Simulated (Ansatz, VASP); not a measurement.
Ti4W: VASP beside Ansatz

```
CELL_PARAMETERS angstrom
-2.85967 2.85967 2.85967
2.85967 -2.85967 2.85967
2.85967 2.85967 -2.85967
ATOMIC_POSITIONS crystal
Ti 0.34960 0.34960 0.34960
Ti 0.65040 0.00000 0.00000
Ti 0.00000 0.00000 0.65040
Ti 0.00000 0.65040 0.00000
W 0.00000 0.00000 0.00000
```

Change from the starting cell: species swapped into the GeF4 type (I-43m, No. 217).

Alike in both runs: task relaxation of cell and atoms; functional PBE; k mesh 4 × 4 × 4; occupations gaussian, width 0.1 eV; no spin polarisation.

```csv
,VASP,Ansatz
version,VASP 6.6.1,Ansatz 0.2.0
potentials or method,"VASP PAW PBE potentials, release 64 (Ti_sv, W_sv)","scalar-relativistic, plane waves, PAW"
plane-wave cutoff (eV),600,420
valence electrons in the cell,62,62
```

```tsv
	VASP	Ansatz	Ansatz less VASP
gap on the k mesh at the Fermi level, each at its own relaxed structure (eV)	none	none	-
relaxed volume (Å³/atom)	20.98	21.06	+0.075
relaxed cell length with the largest relative difference (Å)	5.146	5.152	+0.0061
energy change over the relaxation (meV/atom)	-5063	-4570	+493.8
```

A gap of «none» marks a metal or a gap that the smearing closes.

Caveats: the k mesh is coarse (spacing up to 0.39 Å⁻¹), so the values aren't converged. The runs have no spin-orbit coupling, so splittings on W are missing.
